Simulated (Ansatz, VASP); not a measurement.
**NaNb3: VASP beside Ansatz**

The input INCAR:

```
SYSTEM = NaNb3
  PREC = Accurate
  ENCUT = 520
  EDIFF = 1E-6
  ISMEAR = 0
  SIGMA = 0.1
  LREAL = .FALSE.
  LASPH = .TRUE.
  NELM = 80
  ALGO = Normal
  ISIF = 2
  LWAVE = .FALSE.
  LCHARG = .TRUE.
  GGA = PE
  LELF = .TRUE.
  LVHAR = .TRUE.
  NBANDS = 31
```

File KPOINTS:

```
Automatic mesh
0
G
  4 4 4
  0 0 0
```

The input POSCAR:

```
NaNb3
1.0
    4.0407314426      0.0000000000      0.0000000000
    0.0000000000      4.0407314426      0.0000000000
    0.0000000000      0.0000000000      3.9991983631
Na Nb
1 3
Direct
    0.0000000000      0.0000000000      0.0000000000
    0.0000000000      0.5000000000      0.5000000000
    0.5000000000      0.0000000000      0.5000000000
    0.5000000000      0.5000000000      0.0000000000
```

Input for Ansatz:

```yaml
crystal:
  lattice:
    - [4.0407314426, 0.0, 0.0]
    - [0.0, 4.0407314426, 0.0]
    - [0.0, 0.0, 3.9991983631]
  atoms:
    - { symbol: Na, position: [0.0, 0.0, 0.0] }
    - { symbol: Nb, position: [0.0, 0.5, 0.5] }
    - { symbol: Nb, position: [0.5, 0.0, 0.5] }
    - { symbol: Nb, position: [0.5, 0.5, 0.0] }
basis:
  ecutwfc: 420
kpoints:
  mp_grid: { grid: [4, 4, 4] }
hamiltonian:
  xc: pbe
scf:
  occupations: { method: gaussian, width: 0.1 }
  lower_state_search: "off"
output:
  forces: true
  stress: true
  eigenvalues: true
```

Alike in both runs: task single point; functional PBE; k mesh 4 × 4 × 4; occupations gaussian, width 0.1 eV; no spin polarisation.

|  | VASP | Ansatz |
| --- | --- | --- |
| version | VASP 6.6.1 | Ansatz 0.2.0 |
| potentials or method | VASP PAW PBE potentials, release 64 (Na_pv, Nb_sv) | scalar-relativistic, plane waves, PAW |
| plane-wave cutoff (eV) | 520 | 420 |
| valence electrons in the cell | 46 | 48 |

VASP gave:

| Item | Value |
| --- | --- |
| gap on the k mesh at the Fermi level (eV) | none |
| pressure (GPa) | 20.5 |
| largest component of the traceless stress (GPa) | 0.32 |

Task: Which values does Ansatz return?

Result: gap on the k mesh at the Fermi level (eV): none; pressure (GPa): 20.7; largest component of the traceless stress (GPa): 0.31.

A gap of «none» marks a metal or a gap that the smearing closes. With one functional, cell and mesh, what is left measures potentials, basis and numerics. The two sets of potentials don't hold the same shells in valence.

Caveats: the k mesh is coarse (spacing up to 0.39 Å⁻¹), so the values aren't converged; so large a pressure means that the cell lies far from this level's equilibrium, or that cutoff or potentials fall short (VASP).
